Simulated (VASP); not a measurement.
Computed with PBEsol GGA, VASP's PBE PAW potentials (set 64) (plane waves; VASP).

A VASP calculation is set up with these files.

File POSCAR:
```
ZrB
1
    0.0000000000     2.4328420865     2.4328420865
    2.4328420865    -0.0000000000     2.4328420865
    2.4328420865     2.4328420865    -0.0000000000
Zr B
1 1
Direct
  1.0000000000   1.0000000000   1.0000000000
  0.5000000000   0.5000000000   0.5000000000
```

INCAR:
```
SYSTEM=ZrB
PREC=Accurate; ENCUT=520; LREAL=.FALSE.
LASPH=.TRUE.
EDIFF=1E-7; NELM=100; ALGO=Normal
LMAXMIX=4
ISMEAR=-5
GGA=PS
ISIF=2
LWAVE=.FALSE.; LCHARG=.TRUE.; LORBIT=11
NEDOS=601
```

### KPOINTS
```
Automatic mesh
0
Gamma
14 14 14
0 0 0
```

POTCAR, in this order: Zr_sv B (PBE.64 set). Program: vasp_std.

What will the output report for the number of irreducible k-points (NKPTS), number of bands (NBANDS), largest plane-wave count, number of space-group operations, FFT grid (NGX, NGY, NGZ)?

```
Quantity                                       Value
--------------------------------------  ------------
number of irreducible k-points (NKPTS)           104
number of bands (NBANDS)                          11
largest plane-wave count                         793
number of space-group operations                  48
FFT grid (NGX, NGY, NGZ)                28 × 28 × 28
```

The structure was generated: ZrB was put into the rock salt type (Fm-3m), which need not be its known phase. It was relaxed first, which changed the volume by -34 %. The electron count is odd and the run is not spin-polarised, which forces a metal.
